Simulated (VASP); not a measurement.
A convergence study with VASP on RbCl (rock salt): one setting is varied, all else stays as given below, so the limit is that of these other settings. Each run relaxes cell and ions from the cell shown.

```
CELL_PARAMETERS angstrom
      0.00000     3.29000     3.29000
      3.29000     0.00000     3.29000
      3.29000     3.29000     0.00000
ATOMIC_POSITIONS crystal
  Rb 0.00000 0.00000 0.00000
  Cl 0.50000 0.50000 0.50000
```

Level of theory: PBE GGA, VASP's PBE PAW potentials (set 64) (plane waves; VASP 6.6.1). The tightest run used: 550 eV cut-off, 11×11×11 Γ-centred mesh, Gaussian smearing of 0.050 eV, potentials Rb_sv Cl.

Gaps are read on the run's mesh, which can miss a band edge.

```json
[
 {"setting": "2×2×2 mesh", "relaxed volume (Å³/atom)": "38.066", "E (eV/atom)": "-3.3190", "gap on the mesh (eV)": "4.768", "irreducible k-points": "3"},
 {"setting": "3×3×3 mesh", "relaxed volume (Å³/atom)": "37.625", "E (eV/atom)": "-3.3370", "gap on the mesh (eV)": "4.827", "irreducible k-points": "4"},
 {"setting": "4×4×4 mesh", "relaxed volume (Å³/atom)": "37.606", "E (eV/atom)": "-3.3377", "gap on the mesh (eV)": "4.830", "irreducible k-points": "8"}
]
```

These are the cheaper rows. Estimate the results at 11×11×11 mesh, and how far the last row shown lies from them.

| quantity | tightest run | last row shown is off by |
|---|---|---|
| relaxed volume (Å³/atom) | 37.601 | 0.004 |
| E (eV/atom) | -3.3378 | 0.0000 |
| gap on the mesh (eV) | 4.831 | 0.000 |

Left out are rungs that failed or repeat a setting and relaxations that didn't move; long series are thinned to 24 rows.

The compound is RbCl in the rock salt structure.
